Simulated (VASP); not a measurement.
Level of theory: PBEsol GGA, VASP's PBE PAW potentials (set 64) (plane waves; VASP 6.6.1).

The input files of a VASP run:

### POSCAR
```
HfO2
1
    0.0000000000     2.5597491286     2.5597491286
    2.5597491286     0.0000000000     2.5597491286
    2.5597491286     2.5597491286     0.0000000000
Hf O
1 2
Direct
  0.0000000000   0.0000000000   0.0000000000
  0.2500000000   0.2500000000   0.2500000000
  0.7500000000   0.7500000000   0.7500000000
```

KPOINTS:
```
kpoints
0
Gamma
  9 9 9
0 0 0
```

### INCAR
```
ALGO  =  Normal
EDIFF  =  1E-7
ENCUT  =  520
GGA  =  PS
ISIF  =  2
ISMEAR  =  0
LASPH  =  .TRUE.
LCHARG  =  .FALSE.
LMAXMIX  =  6
LREAL  =  .FALSE.
LWAVE  =  .FALSE.
NELM  =  100
PREC  =  Accurate
SIGMA  =  0.05
SYSTEM  =  HfO2
```

POTCAR, in this order: Hf_pv O (PBE.64 set). Program: vasp_std.

Question: Estimate the energy per atom (σ→0), pressure.

Answer: 
```json
{
 "energy per atom (σ→0)": "-10.517 eV/atom",
 "pressure": "-14.11 GPa"
}
```

### OSZICAR
```
...
DAV:   8    -0.315635849904E+02    0.44600E-01   -0.26220E-01  1337   0.520E+00    0.546E+00
DAV:   9    -0.315513134721E+02    0.12272E-01   -0.43285E-02  1246   0.194E+00    0.178E+00
DAV:  10    -0.315511355200E+02    0.17795E-03   -0.39928E-03  1514   0.488E-01    0.295E-01
DAV:  11    -0.315511093102E+02    0.26210E-04   -0.22257E-04  1246   0.123E-01    0.188E-01
DAV:  12    -0.315511125048E+02   -0.31946E-05   -0.26828E-05  1380   0.409E-02    0.314E-02
DAV:  13    -0.315511128311E+02   -0.32636E-06   -0.18342E-06  1346   0.101E-02    0.142E-02
DAV:  14    -0.315511128791E+02   -0.47914E-07   -0.31788E-07  1196   0.430E-03
   1 F= -.31551113E+02 E0= -.31551113E+02  d E =-.332662E-22
```

The compound is HfO2 in the fluorite structure, the high-temperature cubic form, which is unstable at 0 K; the monoclinic form is the stable one. This cell is one point of a volume scan, at 1.06 of the reference volume.
